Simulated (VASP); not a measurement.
The system is Be3Te2Se.

```
CELL_PARAMETERS angstrom
5.65000 -3.26250 0.00000
5.65000 3.26250 0.00000
0.00000 0.00000 6.15200
ATOMIC_POSITIONS crystal
Be 0.53000 0.16000 0.89500
Be 0.84000 0.47000 0.89500
Be 0.14000 0.86000 0.86500
Be 0.47000 0.84000 0.39500
Be 0.16000 0.53000 0.39500
Be 0.86000 0.14000 0.36500
Te 0.51000 0.83000 0.00000
Te 0.17000 0.49000 0.00000
Te 0.83000 0.51000 0.50000
Te 0.49000 0.17000 0.50000
Se 0.83000 0.17000 0.99000
Se 0.17000 0.83000 0.49000
```

The cell was built by a generator and needn't be a form met in nature.

| Property | Result |
| --- | --- |
| Program | VASP 6.6.1 |
| Task | relaxation of cell and atoms |
| Functional | PBE |
| Potentials or basis | VASP PAW PBE potentials, release 64 (Be, Te, Se) |
| Cutoff | 520 eV |
| k mesh | 3 × 3 × 3 |
| Occupations | gaussian, width 0.15 eV |
| Spin | no spin polarisation |

At the start: pressure 8.1 GPa; volume 18.90 Å³/atom.

Where does the relaxation end?

Over 8 steps the energy falls by 86.1 meV/atom and the volume is 20.78 Å³/atom (+10.0 %); space group Cmc2_1 (No. 36, to 0.05 Å).

Step by step:
```tsv
step	energy change (eV)	largest force (eV/Å)	pressure (GPa)	volume (Å³)
1	0.0000	1.4942	8.09	226.80
2	-0.8985	0.3378	-2.23	259.56
3	-0.9234	0.4309	-0.93	253.87
4	-0.9222	0.4539	-0.55	253.31
5	-1.0050	0.2482	-0.19	251.41
6	-1.0285	0.0869	0.46	248.66
7	-1.0334	0.0901	0.28	249.49
8	-1.0334	0.0779	0.26	249.41
```

Final structure:
```yaml
crystal:
  lattice:
    - [5.80474, -3.35691, 0.00000]
    - [5.80474, 3.35691, 0.00000]
    - [0.00000, 0.00000, 6.39978]
  atoms:
    - { symbol: Be, position: [0.52313, 0.16212, 0.88638] }
    - { symbol: Be, position: [0.83788, 0.47687, 0.88638] }
    - { symbol: Be, position: [0.14865, 0.85135, 0.86182] }
    - { symbol: Be, position: [0.47687, 0.83788, 0.38638] }
    - { symbol: Be, position: [0.16212, 0.52313, 0.38638] }
    - { symbol: Be, position: [0.85135, 0.14865, 0.36182] }
    - { symbol: Te, position: [0.49769, 0.83046, 0.00408] }
    - { symbol: Te, position: [0.16954, 0.50231, 0.00408] }
    - { symbol: Te, position: [0.83046, 0.49769, 0.50408] }
    - { symbol: Te, position: [0.50231, 0.16954, 0.50408] }
    - { symbol: Se, position: [0.84086, 0.15914, 0.00226] }
    - { symbol: Se, position: [0.15914, 0.84086, 0.50226] }
```
